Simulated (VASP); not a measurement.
# CaMg (P4/mmm) in VASP: single point with LDA

Aim: the single point of CaMg with LDA.

Program: VASP 6.6.1. These are calculated values, not measurements. Logs are shortened: lines on timing, memory, paths and dates and some standing lists are left out, and cuts for length are marked.

**1. The structure**

Symmetry: P4/mmm, No. 123, tetragonal system. The conventional cell has a = 4.027 Å, b = 4.027 Å, c = 3.862 Å, α = 90.00°, β = 90.00°, γ = 90.00°. Around Ca (site symmetry 4/mmm) lie 8 Mg at 3.44 Å and 2 Ca at 3.86 Å. Mg (site symmetry 4/mmm) has 8 Ca at 3.44 Å and 2 Mg at 3.86 Å as nearest neighbours.

The cell comes from a database or a generator and needn't be the stable form of this composition.

**2. Single point, LDA**

INCAR reads:

```
ALGO = Fast
EDIFF = 1E-6
ENCUT = 520
ISIF = 2
ISMEAR = 0
LASPH = True
LCHARG = False
LREAL = False
LWAVE = False
NBANDS = 13
NELM = 100
PREC = Accurate
SIGMA = 0.1
```

KPOINTS reads:

```
k-points
0
Gamma
  4 4 6
```

POSCAR reads:

```
CaMg
1.0
    4.0273723800      0.0000000000      0.0000000000
    0.0000000000      4.0273723800      0.0000000000
    0.0000000000      0.0000000000      3.8616243500
Ca Mg
1 1
Direct
    0.0000000000      0.0000000000      0.5000000000
    0.5000000000      0.5000000000      0.0000000000
```

Potentials or basis: VASP PAW LDA potentials, release 64 (Ca_sv, Mg).

Launch:

```bash
$ cat potpaw_LDA.64/Ca_sv/POTCAR potpaw_LDA.64/Mg/POTCAR > POTCAR
$ mpirun -np 1 vasp_std > vasp.out
```

OUTCAR:

```text
EDIFF = 1E-6
   ENCUT = 520
   ISIF = 2
   ISMEAR = 0
   LASPH = True
   LREAL = False
   NELM = 100
   PREC = Accurate

 ion  position               nearest neighbor table
   1  0.000  0.000  0.500-
   2  0.500  0.500  0.000-

  LATTYP: Found a simple tetragonal cell.
 ALAT       =     4.0273723800
 C/A-ratio  =     0.9588446227

  Lattice vectors:

 A1 = (   4.0273723800,   0.0000000000,   0.0000000000)
 A2 = (   0.0000000000,   4.0273723800,   0.0000000000)
 A3 = (   0.0000000000,   0.0000000000,   3.8616243500)

Analysis of symmetry for initial positions (statically):
=====================================================================
 Subroutine PRICEL returns:
 Original cell was already a primitive cell.

 Routine SETGRP: Setting up the symmetry group for a
 simple tetragonal supercell.

 Subroutine GETGRP returns: Found 16 space group operations
 (whereof 16 operations were pure point group operations)
 out of a pool of 16 trial point group operations.

The static configuration has the point symmetry D_4h.

Analysis of symmetry for dynamics (positions and initial velocities):
=====================================================================
 Subroutine PRICEL returns:
 Original cell was already a primitive cell.

 Routine SETGRP: Setting up the symmetry group for a
 simple tetragonal supercell.

 Subroutine GETGRP returns: Found 16 space group operations
 (whereof 16 operations were pure point group operations)
 out of a pool of 16 trial point group operations.

The dynamic configuration has the point symmetry D_4h.

 Subroutine INISYM returns: Found 16 space group operations
 (whereof 16 operations are pure point group operations),
 and found     1 'primitive' translations

----------------------------------------------------------------------------------------

                                     Primitive cell

  volume of cell :      62.6345

  direct lattice vectors                    reciprocal lattice vectors
     4.027372380  0.000000000  0.000000000     0.248300854  0.000000000  0.000000000
     0.000000000  4.027372380  0.000000000     0.000000000  0.248300854  0.000000000
     0.000000000  0.000000000  3.861624350     0.000000000  0.000000000  0.258958384

  length of vectors
     4.027372380  4.027372380  3.861624350     0.248300854  0.248300854  0.258958384

  position of ions in fractional coordinates (direct lattice)
     0.000000000  0.000000000  0.500000000
     0.500000000  0.500000000  0.000000000

  ion indices of the primitive-cell ions
   primitive index   ion index
                 1           1
                 2           2

----------------------------------------------------------------------------------------

 KPOINTS: k-points

Automatic generation of k-mesh.
 Grid dimensions read from file:
 generate k-points for:    4    4    6

 Generating k-lattice:

  Cartesian coordinates                     Fractional coordinates (reciprocal lattice)
     0.062075213  0.000000000  0.000000000     0.250000000  0.000000000  0.000000000
     0.000000000  0.062075213  0.000000000     0.000000000  0.250000000  0.000000000
     0.000000000  0.000000000  0.043159731     0.000000000  0.000000000  0.166666667

  Length of vectors
     0.062075213  0.062075213  0.043159731

  Shift w.r.t. Gamma in fractional coordinates (k-lattice)
     0.000000000  0.000000000  0.000000000

 Subroutine IBZKPT returns following result:
 ===========================================

 Found     24 irreducible k-points:

 Following reciprocal coordinates:
            Coordinates               Weight
  0.000000  0.000000  0.000000      1.000000
  0.250000  0.000000  0.000000      4.000000
  0.500000  0.000000  0.000000      2.000000
  0.250000  0.250000  0.000000      4.000000
  0.500000  0.250000  0.000000      4.000000
  0.500000  0.500000  0.000000      1.000000
[... 16 lines left out ...]
  0.500000  0.250000  0.500000      4.000000
  0.500000  0.500000  0.500000      1.000000
   k-points           NKPTS =     24   k-points in BZ     NKDIM =     24   number of bands    NBANDS=     13
   number of dos      NEDOS =    301   number of ions     NIONS =      2
   total plane-waves  NPLWV =  27000
   dimension x,y,z NGX =    30 NGY =   30 NGZ =   30
   dimension x,y,z NGXF=    60 NGYF=   60 NGZF=   60
   ions per type =               1   1
   NGX,Y,Z   is equivalent  to a cutoff of  12.38, 12.38, 12.92 a.u.
   NGXF,Y,Z  is equivalent  to a cutoff of  24.77, 24.77, 25.83 a.u.
 SYSTEM =  unknown system
   PREC   = accura    normal or accurate (medium, high low for compatibility)
   ISTART =      0    job   : 0-new  1-cont  2-samecut
   ICHARG =      2    charge: 1-file 2-atom 10-const
   ISPIN  =      1    spin polarized calculation?
   LNONCOLLINEAR =      F non collinear calculations
   LSORBIT =      F    spin-orbit coupling
   LASPH  =      T    aspherical Exc in radial PAW
   ENCUT  =  520.0 eV  38.22 Ry    6.18 a.u.   7.49  7.49  7.18*2*pi/ulx,y,z
   NELM   =    100;   NELMIN=  2; NELMDL= -5     # of ELM steps
   EDIFF  = 0.1E-05   stopping-criterion for ELM
   LREAL  =      F    real-space projection
   EDIFFG = 0.1E-04   stopping-criterion for IOM
   NSW    =      0    number of steps for IOM
   IBRION =     -1    ionic relax: 0-MD 1-quasi-New 2-CG
   NFREE  =      0    steps in history (QN), initial steepest desc. (CG)
   ISIF   =      2    stress and relaxation
   ISYM   =      2    0-nonsym 1-usesym 2-fastsym
   POTIM  = 0.5000    time-step for ionic-motion
   TEBEG  =    0.0;   TEEND  =   0.0 temperature during run
   PSTRESS=    0.0 pullay stress
   NELECT =      12.0000    total number of electrons
   NUPDOWN=      -1.0000    fix difference up-down
   EMIN   =  10.00;   EMAX   =-10.00  energy-range for DOS
   EFERMI =   0.00;   METHOD = LEGACY
   ISMEAR =     0;   SIGMA  =   0.10  broadening in eV -4-tet -1-fermi 0-gaus
   EFERMI_NEDOS =   21; number of points for ismear=-14 and -15
   IALGO  =     68    algorithm
   IMIX   =      4    mixing-type and parameters
     AMIX     =   0.40;   BMIX     =  1.00
     AMIX_MAG =   1.60;   BMIX_MAG =  1.00
  volume/ion in A,a.u.               =      31.32       211.34
  Fermi-wavevector in a.u.,A,eV,Ry     =   0.943765  1.783458 12.118615  0.890693
  Thomas-Fermi vector in A             =   2.071505
   LORBIT       =      0    0 simple, 1 ext, 2 COOP (PROOUT), +10 PAW based schemes
   GGA     = CA    functional components
   LHFCALC =     F    Hartree Fock is set to
   AEXX    =    0.0000 exact exchange contribution
   IVDW    =     0    specifies the selected vdW correction
   LEPSILON=     F    determine dielectric tensor
   LRPA    =     F    only Hartree local field effects (RPA)
 non-spin polarized calculation
 RMM-DIIS sequential band-by-band and
 Gauss-broadening in eV      SIGMA  =   0.10
  energy-cutoff  :      520.00
  volume of cell :       62.63
 maximum number of plane-waves:      1715
 NGX is ok and might be reduce to    30
   NGX = 15   NGY = 15   NGZ = 15

 number of electron      12.0000000 magnetization

 Free energy of the ion-electron system (eV)
  ---------------------------------------------------
  ext. energy  EPLUGINS =         0.00000000
  ---------------------------------------------------
  free energy    TOTEN  =        -4.19166265 eV

  energy without entropy =       -4.18457765  energy(sigma->0) =       -4.18812015

 E-fermi :   2.0701     XC(G=0):  -8.3724

 val. band max:        2.0596291013   @ k =   0.2500   0.2500   0.0000
 cond. band min:       2.1170571003   @ k =   0.2500   0.2500   0.0000
 fundamental gap:      0.0574279991
 Fermi energy:         2.0701126614

 k-point     1 :       0.0000    0.0000    0.0000
  band No.  band energies     occupation
      1     -39.0967      2.00000
      2     -20.3745      2.00000
      3     -20.3745      2.00000
      4     -20.3601      2.00000
      5      -3.1312      2.00000
      6       2.9128      0.00000
      7       2.9797      0.00000
      8       5.5612      0.00000
      9       5.7178      0.00000
     10       5.7178      0.00000
     11       5.7279      0.00000
     12       5.7279      0.00000
     13       6.5044      0.00000

 k-point     2 :       0.2500    0.0000    0.0000
  band No.  band energies     occupation
      1     -39.0950      2.00000
      2     -20.4058      2.00000
      3     -20.3719      2.00000
      4     -20.3576      2.00000
      5      -2.5105      2.00000
      6       1.6855      2.00000
      7       3.2536      0.00000
      8       4.4875      0.00000
      9       4.8661      0.00000
     10       5.4984      0.00000
     11       5.7913      0.00000
     12       7.2523      0.00000
     13       7.8305      0.00000

 k-point     3 :       0.5000    0.0000    0.0000
  band No.  band energies     occupation
      1     -39.0932      2.00000
      2     -20.4368      2.00000
      3     -20.3692      2.00000
      4     -20.3551      2.00000
      5      -1.0060      2.00000
      6      -0.4857      2.00000
      7       3.6261      0.00000
      8       4.0571      0.00000
      9       4.4406      0.00000
     10       5.8678      0.00000
     11       6.2621      0.00000
     12       7.7854      0.00000
     13       8.8102      0.00000
[... 305 lines left out ...]
 k-point    23 :       0.5000    0.2500    0.5000
  band No.  band energies     occupation
      1     -39.0856      2.00000
      2     -20.4422      2.00000
      3     -20.4214      2.00000
      4     -20.3895      2.00000
      5       0.6674      2.00000
      6       1.7280      2.00000
      7       1.7335      2.00000
      8       3.1644      0.00000
      9       4.6332      0.00000
     10       4.6923      0.00000
     11       5.1694      0.00000
     12       6.4218      0.00000
     13       6.9001      0.00000

 k-point    24 :       0.5000    0.5000    0.5000
  band No.  band energies     occupation
      1     -39.0840      2.00000
      2     -20.4386      2.00000
      3     -20.4180      2.00000
      4     -20.4180      2.00000
      5       1.6693      2.00000
      6       1.6693      2.00000
      7       1.7092      2.00000
      8       3.2636      0.00000
      9       4.7042      0.00000
     10       4.7172      0.00000
     11       4.7172      0.00000
     12       6.3948      0.00000
     13       6.5056      0.00000

------------------------ aborting loop because EDIFF is reached ----------------------------------------

  FORCE on cell =-STRESS in cart. coord.  units (eV):
  Direction    XX          YY          ZZ          XY          YZ          ZX
  --------------------------------------------------------------------------------------
  -------------------------------------------------------------------------------------
  Total       -1.1957381     -1.1957381     -0.2180606      0.0000000      0.0000000      0.0000000
  in kB      -30.5867312    -30.5867312     -5.5779455      0.0000000      0.0000000      0.0000000
  external PRESSURE =     -22.2504693 kB  Pullay stress =       0.0000000 kB

 VOLUME and BASIS-vectors are now :
 -----------------------------------------------------------------------------
  energy-cutoff  :      520.00
  volume of cell :       62.63
      direct lattice vectors                 reciprocal lattice vectors
     4.027372380  0.000000000  0.000000000     0.248300854  0.000000000  0.000000000
     0.000000000  4.027372380  0.000000000     0.000000000  0.248300854  0.000000000
     0.000000000  0.000000000  3.861624350     0.000000000  0.000000000  0.258958384

 POSITION                                       TOTAL-FORCE (eV/Angst)
 -----------------------------------------------------------------------------------
      0.00000      0.00000      1.93081         0.000000      0.000000      0.000000
      2.01369      2.01369      0.00000         0.000000      0.000000      0.000000
 -----------------------------------------------------------------------------------
    total drift:                               -0.000000     -0.000000      0.000000

  FREE ENERGIE OF THE ION-ELECTRON SYSTEM (eV)
  ---------------------------------------------------
  free  energy   TOTEN  =        -4.1916626478 eV

  energy  without entropy=       -4.1845776546  energy(sigma->0) =       -4.18812015
```

Run time: 9 s. Hardware: 1 thread of AMD EPYC 9R45 (Zen 5), shared host; peak memory 0.12 GiB.

Results:

| Quantity | Value |
| --- | --- |
| Free energy | -4.1917 eV |
| Pressure | -2.2 GPa |
| Band gap on the k mesh | none (metal or under the smearing width) |

Stress tensor (GPa, compression positive):
```
-3.06  0.00  0.00
 0.00 -3.06  0.00
 0.00  0.00 -0.56
```

Caveat: the k mesh is coarse (spacing up to 0.39 Å⁻¹), so the values aren't converged.
